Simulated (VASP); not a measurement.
```
Na2S
1.0
    0.00000     3.39891     3.39891
    3.39891     0.00000     3.39891
    3.39891     3.39891     0.00000
Na S
2 1
Direct
  0.25000   0.25000   0.25000
  0.75000   0.75000   0.75000
  0.00000   0.00000   0.00000
```

The numbers are results of revPBE GGA, VASP's PBE PAW potentials (set 64) (plane waves; VASP), not measurements. Settings: 520 eV cut-off, 6×6×6 Γ-centred mesh, Gaussian smearing of 0.050 eV, potentials Na_pv S.

**Question.** Predict the energy per atom (σ→0), pressure, band gap (on the k-mesh) with the smallest direct gap where there is one.

**Answer.** 
| Property | Result |
|---|---|
| band gap (on the k-mesh) | 2.31 eV |
| smallest direct gap (on the k-mesh) | 2.31 eV |
| energy per atom (σ→0) | -3.149 eV/atom |
| pressure | -13.3 kbar |

Only differences to runs with the same potentials and settings are physical.

The compound is Na2S in the antifluorite structure. This cell is one point of a volume scan, at 1.06 of the reference volume.
